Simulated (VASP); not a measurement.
# Li4GeN2 (Imm2) in VASP: band structure with PBE

Aim: the band structure of Li4GeN2 with PBE.

All numbers are computed with VASP 6.6.1; they aren't measurements. Logs are shortened: lines on timing, memory, paths and dates and some standing lists are left out, and cuts for length are marked.

## (1) The crystal as given

The structure is orthorhombic, space group Imm2 (No. 44). Conventional cell: a = 3.386 Å, b = 10.002 Å, c = 4.900 Å, α = 90.00°, β = 90.00°, γ = 90.00°. Li (site symmetry m) is surrounded by 3 N at 2.07 to 2.36 Å and 3 Li at 2.33 to 2.36 Å. Around Li (site symmetry m) lie 3 N at 1.94 to 2.06 Å. Ge (site symmetry mm2) is surrounded by 2 N at 1.85 Å. N (site symmetry m) has 1 Ge at 1.85 Å and 5 Li at 1.94 to 2.07 Å as nearest neighbours.

The cell was built by a generator and needn't be a form met in nature.

## (2) Band structure, PBE

Input file POSCAR:

```
Li4GeN2
1.0
   -1.6929800000      5.0011400000      2.4502300000
    1.6929800000     -5.0011400000      2.4502300000
    1.6929800000      5.0011400000     -2.4502300000
Li Ge N
4 1 2
Direct
    0.3737690000      0.7324740000      0.6412950000
    0.9638400000      0.2646140000      0.6992260000
    0.0911790000      0.7324740000      0.3587050000
    0.5653880000      0.2646140000      0.3007740000
    0.8000880000      0.8000880000      0.0000000000
    0.1508830000      0.9908720000      0.1600110000
    0.8308620000      0.9908720000      0.8399890000
```

Input file INCAR.step1:

```
SYSTEM = Li4GeN2
  PREC = Accurate
  ENCUT = 520
  EDIFF = 1E-6
  ISMEAR = 0
  SIGMA = 0.1
  LREAL = .FALSE.
  LASPH = .TRUE.
  NELM = 80
  ALGO = Normal
  ISIF = 2
  LWAVE = .FALSE.
  LCHARG = .TRUE.
  GGA = PE
  KPAR = 2
```

Input file KPOINTS.step1:

```
Automatic mesh
0
G
  10 10 10
  0 0 0
```

Input file INCAR.step2:

```
SYSTEM = Li4GeN2
  PREC = Accurate
  ENCUT = 520
  EDIFF = 1E-6
  ISMEAR = 0
  SIGMA = 0.05
  LREAL = .FALSE.
  LASPH = .TRUE.
  NELM = 80
  ALGO = Normal
  ISIF = 2
  LWAVE = .FALSE.
  LCHARG = .FALSE.
  GGA = PE
  KPAR = 2
  ICHARG = 11
```

Input file KPOINTS.step2:

```
path GXLTWRX1ZGYSW,L1Y,Y1Z
15
line-mode
reciprocal
 0.0000000000  0.0000000000  0.0000000000  G
 0.2786487475 -0.2786487475 -0.2786487475  X

 0.2786487475 -0.2786487475 -0.2786487475  X
 0.0886576508 -0.4686398441 -0.0886576508  L

 0.0886576508 -0.4686398441 -0.0886576508  L
 0.0000000000 -0.5000000000  0.0000000000  T

 0.0000000000 -0.5000000000  0.0000000000  T
-0.2500000000 -0.2500000000 -0.2500000000  W

-0.2500000000 -0.2500000000 -0.2500000000  W
 0.0000000000  0.0000000000 -0.5000000000  R

 0.0000000000  0.0000000000 -0.5000000000  R
-0.2786487475  0.2786487475 -0.7213512525  X1

-0.2786487475  0.2786487475 -0.7213512525  X1
-0.5000000000  0.5000000000 -0.5000000000  Z

-0.5000000000  0.5000000000 -0.5000000000  Z
 0.0000000000  0.0000000000  0.0000000000  G

 0.0000000000  0.0000000000  0.0000000000  G
-0.3100089033 -0.3100089033  0.3100089033  Y

-0.3100089033 -0.3100089033  0.3100089033  Y
-0.5000000000  0.0000000000  0.0000000000  S

-0.5000000000  0.0000000000  0.0000000000  S
-0.2500000000 -0.2500000000 -0.2500000000  W

-0.0886576508 -0.5313601559  0.0886576508  L1
-0.3100089033 -0.3100089033  0.3100089033  Y

-0.6899910967  0.3100089033 -0.3100089033  Y1
-0.5000000000  0.5000000000 -0.5000000000  Z
```

Potentials or basis: VASP PAW PBE potentials, release 64 (Li_sv, Ge_d, N).

Command:

```console
> cat potpaw_PBE.64/Li_sv/POTCAR potpaw_PBE.64/Ge_d/POTCAR potpaw_PBE.64/N/POTCAR > POTCAR
> cp INCAR.step1 INCAR
> cp KPOINTS.step1 KPOINTS
> mpirun -np 2 vasp_std > vasp.out
> cp INCAR.step2 INCAR
> cp KPOINTS.step2 KPOINTS
> mpirun -np 2 vasp_std > vasp.out
```

OUTCAR:

```text
SYSTEM = Li4GeN2
   PREC = Accurate
   ENCUT = 520
   EDIFF = 1E-6
   ISMEAR = 0
   LREAL = .FALSE.
   LASPH = .TRUE.
   NELM = 80
   ISIF = 2
   GGA = PE
   ICHARG = 11

 ion  position               nearest neighbor table
   1  0.374  0.732  0.641-   6 2.07   6 2.07   4 2.33   4 2.33   2 2.36
   2  0.964  0.265  0.699-   7 1.94   6 2.06   6 2.06   3 2.33   3 2.33   1 2.36   5 2.62   5 2.62

   3  0.091  0.732  0.359-   7 2.07   7 2.07   2 2.33   2 2.33   4 2.36
   4  0.565  0.265  0.301-   6 1.94   7 2.06   7 2.06   1 2.33   1 2.33   3 2.36   5 2.62   5 2.62

   5  0.800  0.800  0.000-   7 1.85   6 1.85   2 2.62   2 2.62   4 2.62   4 2.62
   6  0.151  0.991  0.160-   5 1.85   4 1.94   2 2.06   2 2.06   1 2.07   1 2.07
   7  0.831  0.991  0.840-   5 1.85   2 1.94   4 2.06   4 2.06   3 2.07   3 2.07

  LATTYP: Found a body centered orthorhombic cell.
 ALAT       =     3.3859600000
 B/A-ratio  =     1.4472882137
 C/A-ratio  =     2.9540455292

  Lattice vectors:

 A1 = (  -1.6929800000,   5.0011400000,  -2.4502300000)
 A2 = (   1.6929800000,   5.0011400000,   2.4502300000)
 A3 = (   1.6929800000,  -5.0011400000,  -2.4502300000)

Analysis of symmetry for initial positions (statically):
=====================================================================
 Subroutine PRICEL returns:
 Original cell was already a primitive cell.

 Routine SETGRP: Setting up the symmetry group for a
 body centered orthorhombic supercell.

 Subroutine GETGRP returns: Found  4 space group operations
 (whereof  4 operations were pure point group operations)
 out of a pool of  8 trial point group operations.

The static configuration has the point symmetry C_2v.

Analysis of symmetry for dynamics (positions and initial velocities):
=====================================================================
 Subroutine PRICEL returns:
 Original cell was already a primitive cell.

 Routine SETGRP: Setting up the symmetry group for a
 body centered orthorhombic supercell.

 Subroutine GETGRP returns: Found  4 space group operations
 (whereof  4 operations were pure point group operations)
 out of a pool of  8 trial point group operations.

The dynamic configuration has the point symmetry C_2v.

 Subroutine INISYM returns: Found  4 space group operations
 (whereof  4 operations are pure point group operations),
 and found     1 'primitive' translations

----------------------------------------------------------------------------------------

                                     Primitive cell

  volume of cell :      82.9827

  direct lattice vectors                    reciprocal lattice vectors
    -1.692980000  5.001140000  2.450230000     0.000000000  0.099977205  0.204062476
     1.692980000 -5.001140000  2.450230000     0.295337216  0.000000000  0.204062476
     1.692980000  5.001140000 -2.450230000     0.295337216  0.099977205  0.000000000

  length of vectors
     5.820756792  5.820756792  5.820756792     0.227237619  0.358978502  0.311800437

  position of ions in fractional coordinates (direct lattice)
     0.373769000  0.732474000  0.641295000
     0.963840000  0.264614000  0.699226000
     0.091179000  0.732474000  0.358705000
     0.565388000  0.264614000  0.300774000
     0.800088000  0.800088000  0.000000000
     0.150883000  0.990872000  0.160011000
     0.830862000  0.990872000  0.839989000

  ion indices of the primitive-cell ions
   primitive index   ion index
                 1           1
                 2           2
                 3           3
                 4           4
                 5           5
                 6           6
                 7           7

----------------------------------------------------------------------------------------

 KPOINTS: path GXLTWRX1ZGYSW,L1Y,Y1Z

Interpolating k-points between supplied coordinates.

 Line segments in fractional coordinates (reciprocal lattice):
    0.000000  0.000000  0.000000  ...  0.278649 -0.278649 -0.278649
    0.278649 -0.278649 -0.278649  ...  0.088658 -0.468640 -0.088658
    0.088658 -0.468640 -0.088658  ...  0.000000 -0.500000  0.000000
    0.000000 -0.500000  0.000000  ... -0.250000 -0.250000 -0.250000
   -0.250000 -0.250000 -0.250000  ...  0.000000  0.000000 -0.500000
    0.000000  0.000000 -0.500000  ... -0.278649  0.278649 -0.721351
   -0.278649  0.278649 -0.721351  ... -0.500000  0.500000 -0.500000
   -0.500000  0.500000 -0.500000  ...  0.000000  0.000000  0.000000
    0.000000  0.000000  0.000000  ... -0.310009 -0.310009  0.310009
   -0.310009 -0.310009  0.310009  ... -0.500000  0.000000  0.000000
   -0.500000  0.000000  0.000000  ... -0.250000 -0.250000 -0.250000
   -0.088658 -0.531360  0.088658  ... -0.310009 -0.310009  0.310009
   -0.689991  0.310009 -0.310009  ... -0.500000  0.500000 -0.500000

 Generated    15 points on each line segment, for a total of    195 k-points:

 Following reciprocal coordinates:
            Coordinates               Weight
  0.000000  0.000000  0.000000      0.005128
  0.019903 -0.019903 -0.019903      0.005128
  0.039807 -0.039807 -0.039807      0.005128
  0.059710 -0.059710 -0.059710      0.005128
  0.079614 -0.079614 -0.079614      0.005128
  0.099517 -0.099517 -0.099517      0.005128
[... 16 lines left out ...]
  0.183653 -0.373644 -0.183653      0.005128
  0.170082 -0.387215 -0.170082      0.005128
 [... further k-points ...]
   k-points           NKPTS =    195   k-points in BZ     NKDIM =    195   number of bands    NBANDS=     22
   number of dos      NEDOS =    301   number of ions     NIONS =      7
   total plane-waves  NPLWV = 110592
   dimension x,y,z NGX =    48 NGY =   48 NGZ =   48
   dimension x,y,z NGXF=    96 NGYF=   96 NGZF=   96
   ions per type =               4   1   2
   NGX,Y,Z   is equivalent  to a cutoff of  13.71, 13.71, 13.71 a.u.
   NGXF,Y,Z  is equivalent  to a cutoff of  27.42, 27.42, 27.42 a.u.
 SYSTEM =  Li4GeN2
   PREC   = accura    normal or accurate (medium, high low for compatibility)
   ISTART =      0    job   : 0-new  1-cont  2-samecut
   ICHARG =     11    charge: 1-file 2-atom 10-const
   ISPIN  =      1    spin polarized calculation?
   LNONCOLLINEAR =      F non collinear calculations
   LSORBIT =      F    spin-orbit coupling
   LASPH  =      T    aspherical Exc in radial PAW
   ENCUT  =  520.0 eV  38.22 Ry    6.18 a.u.  10.82 10.82 10.82*2*pi/ulx,y,z
   NELM   =     80;   NELMIN=  2; NELMDL=  0     # of ELM steps
   EDIFF  = 0.1E-05   stopping-criterion for ELM
   LREAL  =      F    real-space projection
   EDIFFG = 0.1E-04   stopping-criterion for IOM
   NSW    =      0    number of steps for IOM
   IBRION =     -1    ionic relax: 0-MD 1-quasi-New 2-CG
   NFREE  =      0    steps in history (QN), initial steepest desc. (CG)
   ISIF   =      2    stress and relaxation
   ISYM   =      2    0-nonsym 1-usesym 2-fastsym
   POTIM  = 0.5000    time-step for ionic-motion
   TEBEG  =    0.0;   TEEND  =   0.0 temperature during run
   PSTRESS=    0.0 pullay stress
   NELECT =      36.0000    total number of electrons
   NUPDOWN=      -1.0000    fix difference up-down
   EMIN   =  10.00;   EMAX   =-10.00  energy-range for DOS
   EFERMI =   0.00;   METHOD = LEGACY
   ISMEAR =     0;   SIGMA  =   0.05  broadening in eV -4-tet -1-fermi 0-gaus
   EFERMI_NEDOS =   21; number of points for ismear=-14 and -15
   IALGO  =     38    algorithm
   IMIX   =      4    mixing-type and parameters
     AMIX     =   0.40;   BMIX     =  1.00
     AMIX_MAG =   1.60;   BMIX_MAG =  1.00
  volume/ion in A,a.u.               =      11.85        80.00
  Fermi-wavevector in a.u.,A,eV,Ry     =   1.239309  2.341955 20.897025  1.535888
  Thomas-Fermi vector in A             =   2.373798
   LORBIT       =      0    0 simple, 1 ext, 2 COOP (PROOUT), +10 PAW based schemes
   GGA     = PE    functional components
   LHFCALC =     F    Hartree Fock is set to
   AEXX    =    0.0000 exact exchange contribution
   IVDW    =     0    specifies the selected vdW correction
   LEPSILON=     F    determine dielectric tensor
   LRPA    =     F    only Hartree local field effects (RPA)
 non-spin polarized calculation
 Gauss-broadening in eV      SIGMA  =   0.05
  energy-cutoff  :      520.00
  volume of cell :       82.98
 maximum number of plane-waves:      2259
 NGX is ok and might be reduce to    48

 number of electron      35.9999998 magnetization

 Free energy of the ion-electron system (eV)
  ---------------------------------------------------
  ext. energy  EPLUGINS =         0.00000000
  ---------------------------------------------------
  free energy    TOTEN  =       -31.23257991 eV

  energy without entropy =      -31.23052417  energy(sigma->0) =      -31.23155204

 E-fermi :   3.0110     XC(G=0):  -9.3026

 val. band max:        3.0100687474   @ k =  -0.0714  -0.4286  -0.0714
 cond. band min:       3.0275236882   @ k =  -0.1429  -0.1429  -0.3571
 fundamental gap:      0.0174549408
 Fermi energy:         3.0110392423

 k-point     1 :       0.0000    0.0000    0.0000
  band No.  band energies     occupation
      1     -42.3630      2.00000
      2     -42.3454      2.00000
      3     -41.7184      2.00000
      4     -41.7144      2.00000
      5     -21.1807      2.00000
      6     -21.0919      2.00000
[... 14 lines left out ...]
     21       7.4998      0.00000
     22       8.0319      0.00000

 k-point     2 :       0.0199   -0.0199   -0.0199
  band No.  band energies     occupation
      1     -42.3628      2.00000
      2     -42.3453      2.00000
      3     -41.7184      2.00000
      4     -41.7145      2.00000
      5     -21.1803      2.00000
      6     -21.0920      2.00000
[... 14 lines left out ...]
     21       7.3841      0.00000
     22       8.0190      0.00000
[... 523 lines left out ...]
     21       7.3511      0.00000
     22       8.6219      0.00000

 k-point    24 :       0.1701   -0.3872   -0.1701
  band No.  band energies     occupation
      1     -42.3507      2.00000
      2     -42.3449      2.00000
      3     -41.7178      2.00000
      4     -41.7174      2.00000
      5     -21.1542      2.00000
      6     -21.1010      2.00000
[... 14 lines left out ...]
     21       7.4748      0.00000
     22       8.6704      0.00000

 [... further k-points ...]

------------------------ aborting loop because EDIFF is reached ----------------------------------------

  FORCE on cell =-STRESS in cart. coord.  units (eV):
  Direction    XX          YY          ZZ          XY          YZ          ZX
  --------------------------------------------------------------------------------------
  -------------------------------------------------------------------------------------
  Total       -0.9737358      0.2094378     -0.2951471      0.0000000      0.0000000      0.0000000
  in kB      -18.8002670      4.0436906     -5.6985114      0.0000000      0.0000000      0.0000000
  external PRESSURE =      -6.8183626 kB  Pullay stress =       0.0000000 kB

 VOLUME and BASIS-vectors are now :
 -----------------------------------------------------------------------------
  energy-cutoff  :      520.00
  volume of cell :       82.98
      direct lattice vectors                 reciprocal lattice vectors
    -1.692980000  5.001140000  2.450230000     0.000000000  0.099977205  0.204062476
     1.692980000 -5.001140000  2.450230000     0.295337216  0.000000000  0.204062476
     1.692980000  5.001140000 -2.450230000     0.295337216  0.099977205  0.000000000

 POSITION                                       TOTAL-FORCE (eV/Angst)
 -----------------------------------------------------------------------------------
      1.69298      1.41327      1.13923        -0.000000     -0.047778     -0.006784
      0.00000      6.99385      1.29673        -0.000000     -0.157465      0.016789
      1.69298     -1.41327      1.13923         0.000000      0.047778     -0.006784
      0.00000      3.00843      1.29673        -0.000000      0.157465      0.016789
      0.00000      0.00000      3.92080         0.000000      0.000000     -0.017603
      1.69298     -3.40067      2.40550         0.000000      0.025878     -0.001204
      1.69298      3.40067      2.40550        -0.000000     -0.025878     -0.001204
 -----------------------------------------------------------------------------------
    total drift:                                0.001283     -0.003274     -0.038514

  FREE ENERGIE OF THE ION-ELECTRON SYSTEM (eV)
  ---------------------------------------------------
  free  energy   TOTEN  =       -31.2325799110 eV

  energy  without entropy=      -31.2305241696  energy(sigma->0) =      -31.23155204
```

Run time: 8.3 min. Hardware: 2 MPI ranks of Intel Xeon Platinum 8488C (Sapphire Rapids), shared host; peak memory 0.54 GiB.

What came out:

| Property | Result |
| --- | --- |
| Band gap along the path | none (metal or under the smearing width) |

Levels at the corners of the path, in eV from the Fermi level:
```tsv
point	band 15	band 16	band 17	band 18	band 19	band 20	band 21	band 22
Γ	-1.47	-1.45	-1.45	-1.22	3.14	4.02	4.56	5.09
X	-2.52	-2.44	-1.30	-0.85	0.23	3.95	4.67	5.10
X	-2.52	-2.44	-1.30	-0.85	0.23	3.95	4.67	5.10
L	-3.06	-2.54	-1.35	-0.04	0.48	3.18	5.22	5.72
L	-3.06	-2.54	-1.35	-0.04	0.48	3.18	5.22	5.72
T	-3.14	-2.59	-1.37	0.02	0.45	3.19	5.36	5.51
T	-3.14	-2.59	-1.37	0.02	0.45	3.19	5.36	5.51
W	-3.28	-2.25	-1.78	0.25	0.45	3.24	4.93	5.72
W	-3.28	-2.25	-1.78	0.25	0.45	3.24	4.93	5.72
R	-2.85	-2.20	-1.37	-0.49	-0.28	4.06	4.49	5.36
R	-2.85	-2.20	-1.37	-0.49	-0.28	4.06	4.49	5.36
X1	-2.52	-2.44	-1.30	-0.85	0.23	3.95	4.67	5.10
X1	-2.52	-2.44	-1.30	-0.85	0.23	3.95	4.67	5.10
Z	-2.11	-1.32	-1.22	-0.70	2.16	2.98	4.06	5.28
Z	-2.11	-1.32	-1.22	-0.70	2.16	2.98	4.06	5.28
Γ	-1.47	-1.45	-1.45	-1.22	3.14	4.02	4.56	5.09
Γ	-1.47	-1.45	-1.45	-1.22	3.14	4.02	4.56	5.09
Y	-1.87	-1.19	-0.94	-0.62	2.67	3.90	4.99	5.06
Y	-1.87	-1.19	-0.94	-0.62	2.67	3.90	4.99	5.06
S	-1.74	-1.51	-1.09	-0.31	2.58	4.18	4.98	5.68
S	-1.74	-1.51	-1.09	-0.31	2.58	4.18	4.98	5.68
W	-3.28	-2.25	-1.78	0.25	0.45	3.24	4.93	5.72
L1	-3.06	-2.54	-1.35	-0.04	0.48	3.18	5.22	5.72
Y	-1.87	-1.19	-0.94	-0.62	2.67	3.90	4.99	5.06
Y1	-1.87	-1.19	-0.94	-0.62	2.67	3.90	4.99	5.06
Z	-2.11	-1.32	-1.22	-0.70	2.16	2.98	4.06	5.28
```

Caveat: the cutoff is under 1.25 times the usual one of these potentials, so pressure, stress and relaxed cells hold a basis-set (Pulay) error; the log is that of the step along the path at fixed density, whose energy, stress, charges and moments have no meaning.
